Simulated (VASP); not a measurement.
Given:

```yaml
crystal:
  lattice:
    - [3.83609, 0.00000, 0.00000]
    - [0.00000, 3.83609, 0.00000]
    - [0.00000, 0.00000, 3.83609]
  atoms:
    - { symbol: Tl, position: [0.00000, 0.00000, 0.00000] }
    - { symbol: Br, position: [0.50000, 0.50000, 0.50000] }
```

Calculation: PBEsol GGA, VASP's PBE PAW potentials (set 64) (plane waves; VASP). Run with 520 eV cut-off, 7×7×7 Γ-centred mesh, Gaussian smearing of 0.050 eV, potentials Tl_d Br.

Q: Predict the energy per atom (σ→0), pressure.

A: 
```json
{
  "energy per atom (σ→0)": "-3.006 eV/atom",
  "pressure": "1.88 GPa"
}
```

Total energies compare only between runs with the same potentials, cut-off and functional.

The compound is TlBr in the CsCl type structure. This cell is one point of a volume scan, at 0.94 of the reference volume.
